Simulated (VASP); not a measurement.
Input:

```yaml
crystal:
  lattice:
    - [-2.14220, 3.18704, 3.72307]
    - [2.14220, -3.18704, 3.72307]
    - [2.14220, 3.18704, -3.72307]
  atoms:
    - { symbol: Cs, position: [0.25446, 0.25446, 0.00000] }
    - { symbol: Cs, position: [0.74554, 0.74554, 0.00000] }
    - { symbol: O, position: [0.61715, 0.00000, 0.61715] }
    - { symbol: O, position: [0.38285, 0.00000, 0.38285] }
```

Method: PBEsol GGA with spin-orbit coupling, VASP's PBE PAW potentials (set 64) (plane waves; VASP 6.6.1). Settings: 520 eV cut-off, 6×6×6 Γ-centred mesh, Gaussian smearing of 0.050 eV, potentials Cs_sv O.

The path is coarsely sampled, so an indirect gap can come out somewhat too large.

### Question
Estimate the energy per atom (σ→0), band gap (over mesh and band path) with the smallest direct gap where there is one.

### Answer

| Property | Value |
|---|---|
| band gap (over mesh and band path) | 1.71 eV |
| smallest direct gap (over mesh and band path) | 1.82 eV |
| energy per atom (σ→0) | -4.247 eV/atom |

Only differences to runs with the same potentials and settings are physical.

The structure comes from a computed database's Cs2O2 entry (Immm); how it stands against other phases isn't given here. It was relaxed first.
